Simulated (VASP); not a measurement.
# BaTaI6 (Fm-3m) in VASP: single point with PBE

Aim: the single point of BaTaI6 with PBE.

Program: VASP 6.6.1. These are calculated values, not measurements. Logs are shortened: lines on timing, memory, paths and dates and some standing lists are left out, and cuts for length are marked.

## Step 1: The cell of the first run

Symmetry: Fm-3m, No. 225, cubic system. The conventional cell has a = 10.344 Å, b = 10.344 Å, c = 10.344 Å, α = 90.00°, β = 90.00°, γ = 90.00°. Ba (site symmetry m-3m) is surrounded by 12 I at 3.66 Å. Around Ta (site symmetry m-3m) lie 12 I at 3.66 Å. I (site symmetry mmm) is surrounded by 2 Ba at 3.66 Å and 2 Ta at 3.66 Å and 8 I at 3.66 Å.

The cell was built by a generator and needn't be a form met in nature.

## Step 2: Single point, PBE (species swapped into the MnCuPt6 type (Fm-3m, No. 225))

INCAR reads:

```
SYSTEM = BaTaI6
ALGO     = Fast           ! electronic algorithm
EDIFF    = 1E-7           ! SCF threshold, eV
ENCUT    = 520            ! plane-wave cutoff, eV
GGA      = PE             ! functional
ISIF     = 2              ! what is computed and relaxed
ISMEAR   = 0              ! smearing method
LASPH    = .TRUE.         ! aspherical terms in the spheres
LCHARG   = .FALSE.        ! write CHGCAR
LREAL    = .FALSE.        ! projectors in reciprocal space
LWAVE    = .FALSE.        ! write WAVECAR
NBANDS   = 42             ! bands
NELM     = 100            ! most SCF steps
PREC     = Accurate       ! precision mode
SIGMA    = 0.1            ! smearing width, eV
```

KPOINTS reads:

```
k-points
0
G
  6 6 6
  0 0 0
```

POSCAR reads:

```
BaTaI6
1.0
    0.0000000000      5.1721984135      5.1721984135
    5.1721984135      0.0000000000      5.1721984135
    5.1721984135      5.1721984135      0.0000000000
Ba Ta I
1 1 6
Direct
    0.5000000000      0.5000000000      0.5000000000
    0.0000000000      0.0000000000      0.0000000000
    0.5000000000      0.0000000000      0.0000000000
    0.0000000000      0.5000000000      0.5000000000
    0.0000000000      0.5000000000      0.0000000000
    0.5000000000      0.0000000000      0.5000000000
    0.0000000000      0.0000000000      0.5000000000
    0.5000000000      0.5000000000      0.0000000000
```

Potentials or basis: VASP PAW PBE potentials, release 64 (Ba_sv, Ta_pv, I).

On the command line:

```console
$ cat potpaw_PBE.64/Ba_sv/POTCAR potpaw_PBE.64/Ta_pv/POTCAR potpaw_PBE.64/I/POTCAR > POTCAR
$ mpirun -np 1 vasp_std > vasp.out
```

OUTCAR:

```text
SYSTEM = BaTaI6
   EDIFF = 1E-7
   ENCUT = 520
   GGA = PE
   ISIF = 2
   ISMEAR = 0
   LASPH = .TRUE.
   LREAL = .FALSE.
   NELM = 100
   PREC = Accurate

 ion  position               nearest neighbor table
   1  0.500  0.500  0.500-   4 3.66   6 3.66   8 3.66   3 3.66   5 3.66   8 3.66   3 3.66   6 3.66
                             7 3.66   4 3.66   5 3.66   7 3.66
   2  0.000  0.000  0.000-
   3  0.500  0.000  0.000-   1 3.66   1 3.66
   4  0.000  0.500  0.500-   1 3.66   1 3.66
   5  0.000  0.500  0.000-   1 3.66   1 3.66
   6  0.500  0.000  0.500-   1 3.66   1 3.66
   7  0.000  0.000  0.500-   1 3.66   1 3.66
   8  0.500  0.500  0.000-   1 3.66   1 3.66

  LATTYP: Found a face centered cubic cell.
 ALAT       =    10.3443968270

  Lattice vectors:

 A1 = (   0.0000000000,   5.1721984135,   5.1721984135)
 A2 = (   5.1721984135,   0.0000000000,   5.1721984135)
 A3 = (   5.1721984135,   5.1721984135,   0.0000000000)

Analysis of symmetry for initial positions (statically):
=====================================================================
 Subroutine PRICEL returns:
 Original cell was already a primitive cell.

 Routine SETGRP: Setting up the symmetry group for a
 face centered cubic supercell.

 Subroutine GETGRP returns: Found 48 space group operations
 (whereof 48 operations were pure point group operations)
 out of a pool of 48 trial point group operations.

The static configuration has the point symmetry O_h .

Analysis of symmetry for dynamics (positions and initial velocities):
=====================================================================
 Subroutine PRICEL returns:
 Original cell was already a primitive cell.

 Routine SETGRP: Setting up the symmetry group for a
 face centered cubic supercell.

 Subroutine GETGRP returns: Found 48 space group operations
 (whereof 48 operations were pure point group operations)
 out of a pool of 48 trial point group operations.

The dynamic configuration has the point symmetry O_h .

 Subroutine INISYM returns: Found 48 space group operations
 (whereof 48 operations are pure point group operations),
 and found     1 'primitive' translations

----------------------------------------------------------------------------------------

                                     Primitive cell

  volume of cell :     276.7295

[... 95 lines left out ...]
   IBRION =     -1    ionic relax: 0-MD 1-quasi-New 2-CG
   NFREE  =      0    steps in history (QN), initial steepest desc. (CG)
   ISIF   =      2    stress and relaxation
   ISYM   =      2    0-nonsym 1-usesym 2-fastsym
   POTIM  = 0.5000    time-step for ionic-motion
   TEBEG  =    0.0;   TEEND  =   0.0 temperature during run
   PSTRESS=    0.0 pullay stress
   NELECT =      63.0000    total number of electrons
   NUPDOWN=      -1.0000    fix difference up-down
   EMIN   =  10.00;   EMAX   =-10.00  energy-range for DOS
   EFERMI =   0.00;   METHOD = LEGACY
   ISMEAR =     0;   SIGMA  =   0.10  broadening in eV -4-tet -1-fermi 0-gaus
   EFERMI_NEDOS =   21; number of points for ismear=-14 and -15
   IALGO  =     68    algorithm
   IMIX   =      4    mixing-type and parameters
     AMIX     =   0.40;   BMIX     =  1.00
     AMIX_MAG =   1.60;   BMIX_MAG =  1.00
  volume/ion in A,a.u.               =      34.59       233.43
  Fermi-wavevector in a.u.,A,eV,Ry     =   0.999624  1.889015 13.595586  0.999247
  Thomas-Fermi vector in A             =   2.131926
   LORBIT       =      0    0 simple, 1 ext, 2 COOP (PROOUT), +10 PAW based schemes
   GGA     = PE    functional components
   LHFCALC =     F    Hartree Fock is set to
   AEXX    =    0.0000 exact exchange contribution
   IVDW    =     0    specifies the selected vdW correction
   LEPSILON=     F    determine dielectric tensor
   LRPA    =     F    only Hartree local field effects (RPA)
 non-spin polarized calculation
 RMM-DIIS sequential band-by-band and
 Gauss-broadening in eV      SIGMA  =   0.10
  energy-cutoff  :      520.00
  volume of cell :      276.73
 maximum number of plane-waves:      7495
   NGX = 27   NGY = 27   NGZ = 27

 number of electron      63.0000001 magnetization

 Free energy of the ion-electron system (eV)
  ---------------------------------------------------
  ext. energy  EPLUGINS =         0.00000000
  ---------------------------------------------------
  free energy    TOTEN  =       -21.31831954 eV

  energy without entropy =      -21.21801654  energy(sigma->0) =      -21.26816804

 E-fermi :   4.5513     XC(G=0):  -9.2131

 val. band max:        4.5478778932   @ k =   0.0000   0.0000   0.0000
 cond. band min:       4.5548480166   @ k =   0.3333   0.1667   0.0000
 fundamental gap:      0.0069701234
 Fermi energy:         4.5513311600

 k-point     1 :       0.0000    0.0000    0.0000
  band No.  band energies     occupation
      1     -31.7224      2.00000
      2     -31.7224      2.00000
      3     -31.7224      2.00000
      4     -23.1931      2.00000
      5      -8.7523      2.00000
      6      -8.4291      2.00000
[... 709 lines left out ...]
     41       9.1534      0.00000
     42       9.1588      0.00000

------------------------ aborting loop because EDIFF is reached ----------------------------------------

  FORCE on cell =-STRESS in cart. coord.  units (eV):
  Direction    XX          YY          ZZ          XY          YZ          ZX
  --------------------------------------------------------------------------------------
  -------------------------------------------------------------------------------------
  Total        0.2254938      0.2254938      0.2254938     -0.0000000     -0.0000000     -0.0000000
  in kB        1.3055384      1.3055384      1.3055384     -0.0000000     -0.0000000     -0.0000000
  external PRESSURE =       1.3055384 kB  Pullay stress =       0.0000000 kB

 VOLUME and BASIS-vectors are now :
 -----------------------------------------------------------------------------
  energy-cutoff  :      520.00
  volume of cell :      276.73
      direct lattice vectors                 reciprocal lattice vectors
     0.000000000  5.172198414  5.172198414    -0.096670692  0.096670692  0.096670692
     5.172198414  0.000000000  5.172198414     0.096670692 -0.096670692  0.096670692
     5.172198414  5.172198414  0.000000000     0.096670692  0.096670692 -0.096670692

 POSITION                                       TOTAL-FORCE (eV/Angst)
 -----------------------------------------------------------------------------------
      5.17220      5.17220      5.17220         0.000000      0.000000      0.000000
      0.00000      0.00000      0.00000        -0.000000     -0.000000     -0.000000
      0.00000      2.58610      2.58610        -0.000000     -0.000000      0.000000
      5.17220      2.58610      2.58610         0.000000      0.000000     -0.000000
      2.58610      0.00000      2.58610         0.000000     -0.000000      0.000000
      2.58610      5.17220      2.58610        -0.000000     -0.000000      0.000000
      2.58610      2.58610      0.00000         0.000000     -0.000000      0.000000
      2.58610      2.58610      5.17220        -0.000000      0.000000     -0.000000
 -----------------------------------------------------------------------------------
    total drift:                               -0.000000      0.000000     -0.000000

  FREE ENERGIE OF THE ION-ELECTRON SYSTEM (eV)
  ---------------------------------------------------
  free  energy   TOTEN  =       -21.3183195381 eV

  energy  without entropy=      -21.2180165382  energy(sigma->0) =      -21.26816804
```

OSZICAR:

```text
N       E                     dE             d eps       ncg     rms          rms(c)
DAV:   1     0.402399186173E+03    0.40240E+03   -0.26241E+04  1448   0.126E+03
DAV:   2     0.896478899081E+01   -0.39343E+03   -0.37713E+03  1708   0.234E+02
DAV:   3    -0.269010592928E+02   -0.35866E+02   -0.35209E+02  1790   0.686E+01
[... 16 lines left out ...]
RMM:  20    -0.213183231059E+02   -0.68888E-06   -0.35625E-06  1673   0.628E-03    0.219E-02
RMM:  21    -0.213183223322E+02    0.77379E-06   -0.10809E-06  1744   0.375E-03    0.183E-02
RMM:  22    -0.213183197755E+02    0.25566E-05   -0.14111E-06  1708   0.500E-03    0.555E-03
RMM:  23    -0.213183195356E+02    0.23995E-06   -0.41999E-07  1321   0.249E-03    0.271E-03
RMM:  24    -0.213183195381E+02   -0.25238E-08   -0.12581E-07   965   0.107E-03
   1 F= -.21318320E+02 E0= -.21268168E+02  d E =-.100303E+00
```

Wall time 4.9 min (1 thread of Intel Xeon Platinum 8488C (Sapphire Rapids), shared host); peak memory 0.51 GiB.

Results:

- Free energy: -21.3183 eV
- Pressure: 0.1 GPa
- Band gap on the k mesh: none (metal or under the smearing width)

Levels at points of the mesh, in eV from the Fermi level:
```
           k point  band 29  band 30  band 31  band 32  band 33  band 34  band 35  band 36
(0.00, 0.00, 0.00)    -0.11    -0.10    -0.10    -0.10     0.00     0.00     0.00     0.22
(0.50, 0.00, 0.00)    -0.19    -0.19    -0.13    -0.13    -0.02    -0.02     1.08     1.08
(0.50, 0.50, 0.00)    -0.65    -0.52    -0.04    -0.03     0.16     1.02     1.11     1.11
```

Caveat: an odd number of electrons without spin polarisation forces a metal; a magnetic or distorted state may lie lower. The run has no spin-orbit coupling, so splittings on Ba, I, Ta are missing.
